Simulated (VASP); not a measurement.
## HfIr (space group P2_1/m): computed properties

All values below come from PBEsol GGA, VASP's PBE PAW potentials (set 64) (plane waves; VASP).

| Item | Value |
|---|---|
| space group | P2_1/m (11) |
| cell | a = 3.0721 Å, b = 4.5098 Å, c = 5.0385 Å, α = γ = 90.00°, β = 99.10° |
| volume per atom | 17.23 Å^3/atom |
| band gap (over mesh and band path) | none (metal, semimetal or under 0.01 eV) |
| band gap with spin-orbit coupling | none (metallic) |
| density | 17.86 g/cm³ |

Space group P2₁/m (No. 11); a = 3.072 Å, b = 4.510 Å, c = 5.038 Å, α = γ = 90.00°, β = 99.10°

| atom | site | symmetry | x | y | z |
|---|---|---|---|---|---|
| Hf | 2e | m | 0.9170 | 0.2500 | 0.2195 |
| Ir | 2e | m | 0.5561 | 0.2500 | 0.6915 |

Unless said otherwise, spin-orbit coupling is left out, though it shifts the bands of the heavy elements here.

The structure comes from a computed database's HfIr entry (P2_1/m); how it stands against other phases isn't given here. It was relaxed first. Symmetry was kept, so distortions that lower it aren't found.
